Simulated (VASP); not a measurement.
Runs of VASP 6.6.1 on CdTe. Symmetry: I-4m2, No. 119, tetragonal system. Conventional cell: a = 4.571 Å, b = 4.571 Å, c = 6.513 Å, α = 90.00°, β = 90.00°, γ = 90.00°. Cd (site symmetry -4m2) has 4 Te at 2.81 Å as nearest neighbours. Te (site symmetry -4m2) is surrounded by 4 Cd at 2.81 Å. The cell was built by a generator and isn't the measured one.

```tsv
level	potentials or basis	further INCAR settings	pressure (GPa)	moment (μB)
TB-mBJ	VASP PAW PBE potentials, release 64 (Cd, Te)	ALGO = Normal; EDIFF = 1e-07	-	0.00
LDA	VASP PAW LDA potentials, release 64 (Cd, Te)	ALGO = Fast; EDIFF = 1e-07	-1.2	0.00
PBE	VASP PAW PBE potentials, release 64 (Cd, Te)	ALGO = Fast; EDIFF = 1e-07	2.7	0.00
r2SCAN	VASP PAW PBE potentials, release 64 (Cd, Te)	ALGO = Normal; EDIFF = 1e-07	(a)	0.00
```

Alike in all rows: task single point; spin non-collinear, zero start, SOC; cell as given; k mesh 8 × 8 × 8; cutoff (eV) 520; smearing gaussian 0.02 eV.

Question: Fill in the values left out.

Answer: (a) 1.7.

Caveats: the PAW data sets were made with another functional, which shifts forces and pressure a little (some runs).

Not every run made on this cell is shown here.
